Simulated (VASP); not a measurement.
An input for Quantum ESPRESSO's pw.x (written as the equivalent of a VASP run, and not itself run):

```
&CONTROL
  calculation = 'scf'
  pseudo_dir = './pseudo'
  outdir = './out'
  tprnfor = .true.
  tstress = .true.
/
&SYSTEM
  ibrav = 0
  nat = 6
  ntyp = 2
  ecutwfc = 58
  occupations = 'smearing'
  smearing = 'fermi-dirac'
  degauss = 0.00735
  input_dft = 'pbe'
/
&ELECTRONS
  conv_thr = 7.3e-08
  electron_maxstep = 100
/
ATOMIC_SPECIES
  Hf 178.490 Hf.upf
  Si 28.085 Si.upf
CELL_PARAMETERS angstrom
     1.8390710   -7.3586900    0.0000000
     1.8390710    7.3586900    0.0000000
     0.0000000    0.0000000    3.6799880
ATOMIC_POSITIONS crystal
  Hf   0.8942600  0.1057400  0.2500000
  Hf   0.1057400  0.8942600  0.7500000
  Si   0.2502100  0.7497900  0.2500000
  Si   0.7497900  0.2502100  0.7500000
  Si   0.4471700  0.5528300  0.7500000
  Si   0.5528300  0.4471700  0.2500000
K_POINTS automatic
  6 6 6 0 0 0
```

Question: Translate this input to VASP (INCAR, KPOINTS, POSCAR, choice of POTCAR).

Answer: One answer among several that fit: 
**INCAR**
```
SYSTEM = HfSi2
ISIF = 2
SIGMA = 0.1   # width (eV)
LASPH = T
ISMEAR = -1   # Fermi-Dirac
EDIFF = 1E-6   # SCF stop (eV)
LWAVE = F
LREAL = F
GGA = PE
ENCUT = 150   # plane-wave cut-off (eV)
ALGO = Normal
LCHARG = F
PREC = Accurate
NELM = 100
LMAXMIX = 6
```

### KPOINTS
```
Regular mesh
0
gamma
6 6 6
```

### POSCAR
```
HfSi2
7.358690
  0.2499182599  -1.0000000000   0.0000000000
  0.2499182599   1.0000000000   0.0000000000
  0.0000000000   0.0000000000   0.5000873797
Hf Si
2 4
Cart
  0.2499182599  -0.7885200000   0.1250218449
  0.2499182599   0.7885200000   0.3750655348
  0.2499182599   0.4995800000   0.1250218449
  0.2499182599  -0.4995800000   0.3750655348
  0.2499182599   0.1056600000   0.3750655348
  0.2499182599  -0.1056600000   0.1250218449
```

POTCAR, in this order: Hf_pv Si (PBE.64 set). Program: vasp_std.

The two are equivalent in intent, not identical: the potentials are each code's own (VASP's PAW set, PseudoDojo norm-conserving files in pw.x), so ENCUT and ecutwfc are chosen apart and not converted; conv_thr bounds pw.x's estimated SCF error, while EDIFF bounds the energy change between steps.

The structure comes from a computed database's HfSi2 entry; how it stands against other phases isn't given here. The cell was not relaxed at this level. The run is one of a series of settings (ENCUT = 150 against the base run), some of them coarse on purpose.
